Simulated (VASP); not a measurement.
Consider the following.

```yaml
crystal:
  lattice:
    - [3.92677, 0.00000, 0.00000]
    - [0.00000, 3.92677, 0.00000]
    - [0.00000, 0.00000, 3.92677]
  atoms:
    - { symbol: Ti, position: [0.00000, 0.00000, 0.00000] }
    - { symbol: Pt, position: [0.00000, 0.50000, 0.50000] }
    - { symbol: Pt, position: [0.50000, 0.00000, 0.50000] }
    - { symbol: Pt, position: [0.50000, 0.50000, 0.00000] }
```

Method: optB86b-vdW, VASP's PBE PAW potentials (set 64) (plane waves; VASP 6.6.1). Numerical set-up: 520 eV cut-off, 9×9×9 Γ-centred mesh, tetrahedra with Blöchl corrections, potentials Ti_sv Pt.

Unless said otherwise, spin-orbit coupling is left out, though it shifts the bands of the heavy elements here.

### Question
Predict the energy per atom (σ→0), band gap (on the k-mesh) with the smallest direct gap where there is one.

### Answer

- band gap (on the k-mesh) = none (metal, semimetal or under 0.01 eV)
- energy per atom (σ→0) = -482.3 kJ/mol of atoms

Only differences to runs with the same potentials and settings are physical.

The compound is Pt3Ti in the L1_2 structure. It was relaxed first.
